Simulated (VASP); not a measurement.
**MgI2: Born charges and dielectric tensor with LDA**

Crystal: MgI2.

```xyz
3
Lattice="4.1400 0.0000 0.0000 -2.0700 3.5853 0.0000 0.0000 0.0000 6.8800" Properties=species:S:1:pos:R:3 pbc="T T T"
I     2.0700    1.1951    5.1600
I     0.0000    2.3902    1.7200
Mg    0.0000    0.0000    0.0000
```

```yaml
Program: VASP 6.6.1
Task: Born charges and dielectric tensor
Functional: LDA
Potentials_or_basis: VASP PAW LDA potentials, release 64 (I, Mg)
Cutoff: 520 eV
k_mesh: 8 × 8 × 4
Occupations: gaussian, width 0.02 eV
Spin: no spin polarisation
Ladder: free
Further_INCAR_settings: ALGO = Normal; EDIFF = 1e-08; IBRION = 8
```

```json
{"Band gap on the k mesh": "3.31 eV, indirect (least direct gap 3.38 eV)", "Electronic dielectric tensor (diagonal)": "4.64, 4.64, 4.21", "Born charges (mean of the diagonal)": "I -1.12; Mg +2.24 e", "Highest phonon frequency at Γ, LO-TO splitting left out": "250 cm⁻¹"}
```

Levels at points of the mesh, in eV from the valence-band top:
```csv
k point,band 4,band 5,band 6,band 7,band 8,band 9,band 10,band 11,band 12
"(0.00, 0.00, 0.00)",-0.37,-0.37,-0.02,0.00,0.00,3.38,4.68,6.69,6.69
"(0.50, 0.00, 0.00)",-2.78,-1.96,-1.31,-0.98,-0.41,3.50,5.12,5.25,6.75
"(0.00, 0.00, 0.50)",-1.64,-0.24,-0.24,-0.13,-0.13,4.51,4.74,6.49,6.49
"(0.50, 0.00, 0.50)",-3.23,-1.13,-1.09,-0.85,-0.70,3.31,4.91,5.55,5.84
```

Phonon frequencies in cm⁻¹ (negative: imaginary):
```
              q point                  frequencies
(0.000, 0.000, 0.000)  0 0 0 57 57 100 150 150 250
```

Electronic dielectric tensor:
```
4.64 0.00 0.00
0.00 4.64 0.00
0.00 0.00 4.21
```

Born effective charge tensors (e):
atom 1, I
```
-1.25  0.00  0.00
 0.00 -1.25  0.00
 0.00  0.00 -0.85
```
atom 2, I
```
-1.25  0.00  0.00
 0.00 -1.25  0.00
 0.00  0.00 -0.85
```
atom 3, Mg
```
2.51 0.00 0.00
0.00 2.51 0.00
0.00 0.00 1.71
```

Wall time 2.2 min on 4 MPI ranks on Intel(R) Xeon(R) 6975P-C (Granite Rapids), with other jobs on the host, peak memory 0.56 GiB a rank.

Caveat: spin-orbit coupling is left out, which moves the levels of the heavy elements. A k mesh can miss the band edges.
